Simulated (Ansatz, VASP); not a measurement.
# Cross-check of HfNi (HfNi (Cmcm)) between VASP and Ansatz

Wanted: the spread between two codes on one cell, functional and k mesh. The cell is taken from a series of runs on this material, whose earlier steps may have relaxed, scaled, displaced or heated it; both programs get it as it stands.

Method: plane waves, with VASP 6.6.1 beside it; relaxation of cell and atoms at r2SCAN, in Ansatz 0.2.0.

## Step 1: Set-up

The structure is orthorhombic, space group Cmcm (No. 63). The conventional cell has a = 3.202 Å, b = 9.834 Å, c = 4.035 Å, α = 90.00°, β = 90.00°, γ = 90.00°. Hf has 7 Ni at 2.63 to 2.72 Å nearest. Ni has 2 Ni at 2.61 Å and 7 Hf at 2.63 to 2.72 Å nearest. Farther neighbours are not listed.

## Step 2: VASP: relaxation of cell and atoms, r2SCAN

The relaxed volume is the usual yardstick between codes: in a stiff, nearly cubic crystal its relative difference is about their pressure difference at one cell divided by the bulk modulus.

Lines of VASP's logs that name or quote its potential files are left out, and so is its time.

INCAR

```
SYSTEM = HfNi
PREC = Accurate
ENCUT = 660
EDIFF = 1E-07
NELM = 120
ISMEAR = -1
SIGMA = 0.05
LREAL = .FALSE.
ALGO = Normal
METAGGA = R2SCAN
LASPH = .TRUE.
NBANDS = 26
LORBIT = 11
LWAVE = .FALSE.
LCHARG = .FALSE.
ISIF = 3
IBRION = 2
NSW = 80
EDIFFG = -0.005
GGA_COMPAT = .FALSE.
NELMIN = 4
LMIXTAU = .TRUE.
KPAR = 2
```

POSCAR

```
HfNi
1.0
    1.6009300000     -4.9169400000      0.0000000000
    1.6009300000      4.9169400000      0.0000000000
    0.0000000000      0.0000000000      4.0348930000
Hf Ni
2 2
Direct
    0.8610143707      0.1389856293      0.7500000620
    0.1389856293      0.8610143707      0.2499999380
    0.5842545364      0.4157454636      0.7500000620
    0.4157454636      0.5842545364      0.2499999380
```

KPOINTS

```
Automatic mesh
0
Gamma
13 13 10
0 0 0
```

The projector-augmented-wave data sets are Hf_pv and Ni (PBE family, release 64).

Run with:

```sh
$ mpirun -np 2 vasp_std
```

Numbers of over 12 decimals in the logs are rounded to 6 here.

What it wrote:

```text
[banner, memory and clock lines left out]
running    2 mpi-ranks, on    1 nodes
 distrk:  each k-point on    1 cores,    2 groups
 distr:  one band on    1 cores,    1 groups

 POSCAR found type information on POSCAR HfNi
 POSCAR found :  2 types and       4 ions
|                                                                             |
|               ----> ADVICE to this user running VASP <----                  |
|                                                                             |
|     You enforced a specific xc type in the INCAR file but a different       |
|     [... a line on the potential file left out ...]
|     I HOPE YOU KNOW WHAT YOU ARE DOING!                                     |
|                                                                             |

 LDA part: xc-table for (None), standard interpolation
 POSCAR, INCAR and KPOINTS ok, starting setup
 FFT: planning ... GRIDC
 FFT: planning ... GRID_SOFT
 FFT: planning ... GRID
 WAVECAR not read
 entering main loop
       N       E                     dE             d eps       ncg     rms          rms(c)
DAV:   1     0.225946703188E+03    0.22595E+03   -0.23955E+04 15296   0.221E+03
DAV:   2    -0.102616004995E+03   -0.32856E+03   -0.32136E+03 15394   0.472E+02
DAV:   3    -0.126102414903E+03   -0.23486E+02   -0.22707E+02 17742   0.125E+02
DAV:   4    -0.127244905523E+03   -0.11425E+01   -0.11258E+01 19814   0.253E+01
DAV:   5    -0.127282202924E+03   -0.37297E-01   -0.37232E-01 20002   0.442E+00    0.940E+01
DAV:   6    -0.126880395255E+03    0.40181E+00   -0.89519E+01 16884   0.137E+02    0.375E+01
DAV:   7    -0.127063122763E+03   -0.18273E+00   -0.11975E+02 18996   0.135E+02    0.672E+01
DAV:   8    -0.116062586119E+03    0.11001E+02   -0.67236E+01 19668   0.105E+02    0.140E+01
DAV:   9    -0.116440289998E+03   -0.37770E+00   -0.61712E+00 21554   0.270E+01    0.756E+00
DAV:  10    -0.115632686750E+03    0.80760E+00   -0.91476E-01 18784   0.620E+00    0.827E+00
DAV:  11    -0.115670482772E+03   -0.37796E-01   -0.51817E-02 21750   0.196E+00    0.719E+00
DAV:  12    -0.115846113004E+03   -0.17563E+00   -0.19435E-02 17746   0.873E-01    0.645E+00
DAV:  13    -0.116237611864E+03   -0.39150E+00   -0.89250E-01 21544   0.929E+00    0.767E-01
DAV:  14    -0.116269560458E+03   -0.31949E-01   -0.69352E-02 15862   0.191E+00    0.958E-01
[...]
DAV:  27    -0.116273521434E+03    0.10783E-04   -0.42805E-06 17458   0.163E-02    0.299E-02
DAV:  28    -0.116273516664E+03    0.47703E-05   -0.11394E-06 18724   0.835E-03    0.469E-02
DAV:  29    -0.116273514631E+03    0.20329E-05   -0.14256E-06 15730   0.977E-03    0.382E-02
DAV:  30    -0.116273516865E+03   -0.22343E-05   -0.56906E-07 16074   0.846E-03    0.304E-02
DAV:  31    -0.116273519690E+03   -0.28247E-05   -0.15123E-07  8948   0.369E-03    0.757E-03
DAV:  32    -0.116273520579E+03   -0.88865E-06   -0.41810E-08  7952   0.237E-03    0.167E-03
DAV:  33    -0.116273520847E+03   -0.26854E-06   -0.31340E-08  7862   0.248E-03    0.192E-03
DAV:  34    -0.116273520897E+03   -0.49470E-07   -0.21008E-08  7840   0.234E-03
   1 F= -.11627352E+03 E0= -.11626470E+03  d E =-.116274E+03
[...]
2 F= -.11627368E+03 E0= -.11626481E+03  d E =-.159099E-03
[...]
3 F= -.11627373E+03 E0= -.11626482E+03  d E =-.206558E-03
[...]
4 F= -.11627373E+03 E0= -.11626481E+03  d E =-.209003E-03
[...]
5 F= -.11627371E+03 E0= -.11626480E+03  d E =0.222659E-04
 trial-energy change:    0.000022  1 .order    0.000022   -0.000116    0.000159
 step:   0.4972(harm=  0.5012)  dis= 0.00046  next Energy=  -116.273754 (dE=-0.242E-04)
 bond charge predicted
       N       E                     dE             d eps       ncg     rms          rms(c)
DAV:   1    -0.116274563615E+03   -0.85597E-03   -0.14954E-02 16228   0.135E+00    0.497E-01
DAV:   2    -0.116277950406E+03   -0.33868E-02   -0.28722E-02 19132   0.229E+00    0.797E-01
DAV:   3    -0.116273803217E+03    0.41472E-02   -0.17910E-02 18606   0.186E+00    0.105E-01
DAV:   4    -0.116273767248E+03    0.35969E-04   -0.58006E-04 20648   0.249E-01    0.549E-02
DAV:   5    -0.116273754939E+03    0.12309E-04   -0.30903E-05 23576   0.468E-02    0.278E-02
DAV:   6    -0.116273752326E+03    0.26126E-05   -0.61710E-06 23200   0.269E-02    0.739E-03
DAV:   7    -0.116273752686E+03   -0.35959E-06   -0.19603E-06 17238   0.159E-02    0.329E-03
DAV:   8    -0.116273753139E+03   -0.45282E-06   -0.27041E-07 10594   0.653E-03    0.140E-03
DAV:   9    -0.116273753513E+03   -0.37403E-06   -0.53780E-08  7904   0.278E-03    0.757E-04
DAV:  10    -0.116273753675E+03   -0.16206E-06   -0.83740E-08  7806   0.370E-03    0.872E-04
DAV:  11    -0.116273753648E+03    0.26514E-07   -0.17423E-08  7746   0.185E-03
   6 F= -.11627375E+03 E0= -.11626484E+03  d E =-.237487E-04
 curvature:  -0.37 expect dE=-0.130E-05 dE for cont linesearch -0.158E-06
 trial: gam=-0.04678 g(F)=  0.221E-05 g(S)=  0.131E-05 ort = 0.784E-05 (trialstep = 0.105E+01)
 search vector abs. value=  0.310E-05
 reached required accuracy - stopping structural energy minimisation
```

From OUTCAR (step 2):

```text
ion  position               nearest neighbor table
   1  0.861  0.139  0.750-   4 2.63   4 2.63   4 2.63   4 2.63   3 2.72   3 2.72   3 2.72   2 3.38
                             2 3.38   2 3.38   2 3.38   2 3.40   2 3.40
   2  0.139  0.861  0.250-   3 2.63   3 2.63   3 2.63   3 2.63   4 2.72   4 2.72   4 2.72   1 3.38
                             1 3.38   1 3.38   1 3.38   1 3.40   1 3.40
   3  0.584  0.416  0.750-   4 2.61   4 2.61   2 2.63   2 2.63   2 2.63   2 2.63   1 2.72   1 2.72
                             1 2.72
   4  0.416  0.584  0.250-   3 2.61   3 2.61   1 2.63   1 2.63   1 2.63   1 2.63   2 2.72   2 2.72
                             2 2.72

  LATTYP: Found a base centered orthorhombic cell.
 ALAT       =     3.2018600000
 B/A-ratio  =     3.0713023055
 C/A-ratio  =     1.2601715878

 Subroutine GETGRP returns: Found  8 space group operations
 (whereof  4 operations were pure point group operations)

The static configuration has the point symmetry C_2h.
 The point group associated with its full space group is D_2h.

 Found    294 irreducible k-points:

   k-points           NKPTS =    294   k-points in BZ     NKDIM =    294   number of bands    NBANDS=     26

   dimension x,y,z NGX =    48 NGY =   48 NGZ =   36
   dimension x,y,z NGXF=    96 NGYF=   96 NGZF=   72

   ENCUT  =  660.0 eV  48.51 Ry    6.96 a.u.  10.83 10.83  8.45*2*pi/ulx,y,z

   NELECT =      40.0000    total number of electrons

 k-points in reciprocal lattice and weights: Automatic mesh
   0.00000000  0.00000000  0.00000000       0.001
   0.07692308 -0.00000000  0.00000000       0.002
   0.15384615 -0.00000000  0.00000000       0.002
   0.23076923 -0.00000000  0.00000000       0.002
   0.30769231 -0.00000000  0.00000000       0.002
   0.38461538  0.00000000  0.00000000       0.002
   0.46153846 -0.00000000  0.00000000       0.002
   0.07692308  0.07692308  0.00000000       0.001
   0.15384615  0.07692308  0.00000000       0.002
[...]
0.46153846  0.46153846  0.50000000       0.001
  -0.46153846  0.46153846  0.50000000       0.001

 average (electrostatic) potential at core
       1 -41.2975       2 -41.2975       3 -90.1720       4 -90.1720

 E-fermi :   6.6733

 k-point     1 :       0.0000    0.0000    0.0000
  band No.  band energies     occupation
    ...
     15       4.4036      2.00000
     16       4.6793      2.00000
     17       4.7890      2.00000
     18       5.0179      2.00000
     19       6.1779      1.99990
     20       7.2938      0.00001
     21       7.6089      0.00000
     22       8.1654      0.00000
     23       8.9374      0.00000
     24       9.7886      0.00000
    ...

 k-point     2 :       0.0769   -0.0000    0.0000
  band No.  band energies     occupation
    ...
     15       4.3936      2.00000
     16       4.6923      2.00000
     17       4.7630      2.00000
     18       4.9974      2.00000
     19       6.0792      1.99999
     20       7.2754      0.00001
     21       7.6272      0.00000
     22       8.1796      0.00000
     23       8.5626      0.00000
     24       9.7005      0.00000
    ...

 k-point     3 :       0.1538   -0.0000    0.0000
  band No.  band energies     occupation
    ...
     15       4.3604      2.00000
     16       4.6827      2.00000
     17       4.7485      2.00000
     18       4.9374      2.00000
     19       5.8794      2.00000
     20       7.2156      0.00004
     21       7.4899      0.00000
     22       8.0214      0.00000
     23       8.2698      0.00000
     24       9.5926      0.00000
    ...

  Total       -0.0096760      0.0004649      0.0038577      0.0000000     -0.0000000      0.0000000
  in kB       -0.2440479      0.0117250      0.0972986      0.0000000     -0.0000000      0.0000000
  external PRESSURE =      -0.0450081 kB  Pullay stress =       0.0000000 kB

  energy-cutoff  :      660.00
  volume of cell :       63.52
      direct lattice vectors                 reciprocal lattice vectors
     1.600131088 -4.910983032 -0.000000000     0.312474399 -0.101812610 -0.000000000
     1.600131088  4.910983032  0.000000000     0.312474399  0.101812610  0.000000000
     0.000000000 -0.000000000  4.041839337     0.000000000 -0.000000000  0.247412110

 POSITION                                       TOTAL-FORCE (eV/Angst)
 -----------------------------------------------------------------------------------
      1.60013     -3.54309      3.03138         0.000000     -0.004010     -0.000000
      1.60013      3.54309      1.01046         0.000000      0.004010      0.000000
      1.60013     -0.82482      3.03138         0.000000      0.002619     -0.000000
      1.60013      0.82482      1.01046         0.000000     -0.002619      0.000000
 -----------------------------------------------------------------------------------
    total drift:                               -0.000079      0.000000      0.000003

  FREE ENERGIE OF THE ION-ELECTRON SYSTEM (eV)
  ---------------------------------------------------
  free  energy   TOTEN  =      -116.2737536482 eV

  energy  without entropy=     -116.2559269009  energy(sigma->0) =     -116.26484027

 reached required accuracy - stopping structural energy minimisation

 total charge
# of ion       s       p       d       tot
------------------------------------------
    1        0.392   6.490   1.506   8.388
    2        0.392   6.490   1.506   8.388
    3        0.624   0.550   8.343   9.518
    4        0.624   0.550   8.343   9.518
--------------------------------------------------
tot          2.032  14.080  19.699  35.811

[... 3 further parts left out ...]
```

CONTCAR:

```
HfNi
   1.00000000000000
     1.6001310881954873   -4.9109830324777635   -0.0000000000000000
     1.6001310881954873    4.9109830324777635    0.0000000000000000
     0.0000000000000000   -0.0000000000000000    4.0418393366862908
  Hf              Ni
     2     2
Direct
     0.8607310274746358    0.1392689725253642    0.7500000619999980
     0.1392689725253642    0.8607310274746358    0.2499999380000020
     0.5839768866799561    0.4160231133200440    0.7500000619999980
     0.4160231133200440    0.5839768866799561    0.2499999380000020
```

This run has no spin polarisation, so a moment on Ni, if there is one, isn't seen.

(Continued in part 2 of 2.)

[Lines on the potential files, build, host, timing and source positions are cut from VASP's logs without a mark.]

[Logs are printed without paths, hosts, clocks, repeated set-up lines and the standing remarks that a program may print on its own settings, such as how far it seeks lower states.]

[Hosts, paths, dates, database ids (printed as entryN), source tags and the programs' standing remarks are cut or masked in the printed files.]
